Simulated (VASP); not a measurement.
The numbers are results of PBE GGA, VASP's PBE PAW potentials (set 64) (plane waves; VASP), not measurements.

A VASP calculation is set up with these files.

**INCAR**
```
SYSTEM = CeO2
PREC = Accurate
ENCUT = 600
EDIFF = 1E-7
NELM = 100
ALGO = Normal
LREAL = .FALSE.
LASPH = .TRUE.
ISMEAR = 0
SIGMA = 0.05
GGA = PE
LMAXMIX = 6
LWAVE = .FALSE.
LCHARG = .FALSE.
ISIF = 3
IBRION = 2
NSW = 40
EDIFFG = -0.01
PSTRESS = 10
```

File KPOINTS:
```
Regular mesh
0
Gamma
 6 6 6
0 0 0
```

**POSCAR**
```
CeO2
1
    0.0000000000     2.7318243075     2.7318243075
    2.7318243075     0.0000000000     2.7318243075
    2.7318243075     2.7318243075     0.0000000000
Ce O
1 2
Direct
  0.0000000000   0.0000000000   0.0000000000
  0.2500000000   0.2500000000   0.2500000000
  0.7500000000   0.7500000000   0.7500000000
```

POTCAR, in this order: Ce O (PBE.64 set). Program: vasp_std.

Task: Predict the energy per atom (σ→0), volume per atom.

Result: 
| Item | Result |
|---|---|
| energy per atom (σ→0) | -8.745 eV/atom |
| volume per atom | 13.51 Å^3/atom |

File OSZICAR:
```
...
DAV:   5    -0.262343342062E+02    0.26030E-04   -0.39759E-04   848   0.152E-01    0.485E-02
DAV:   6    -0.262343388454E+02   -0.46392E-05   -0.32820E-05   920   0.450E-02    0.217E-02
DAV:   7    -0.262343439970E+02   -0.51516E-05   -0.50817E-05   848   0.409E-02    0.736E-03
DAV:   8    -0.262343443412E+02   -0.34427E-06   -0.39226E-06   728   0.150E-02    0.166E-03
DAV:   9    -0.262343445164E+02   -0.17516E-06   -0.28143E-07   552   0.390E-03    0.987E-04
DAV:  10    -0.262343448180E+02   -0.30158E-06   -0.62921E-08   328   0.229E-03    0.528E-04
DAV:  11    -0.262343448181E+02   -0.16735E-09   -0.14677E-08   288   0.156E-03
   3 F= -.25981381E+02 E0= -.25981381E+02  d E =-.815865E-03
```

The compound is CeO2 in the fluorite structure. This run relaxes it under an external pressure of 1 GPa. Symmetry was kept, so distortions that lower it aren't found. The run is not spin-polarised, so no magnetic state was tried.
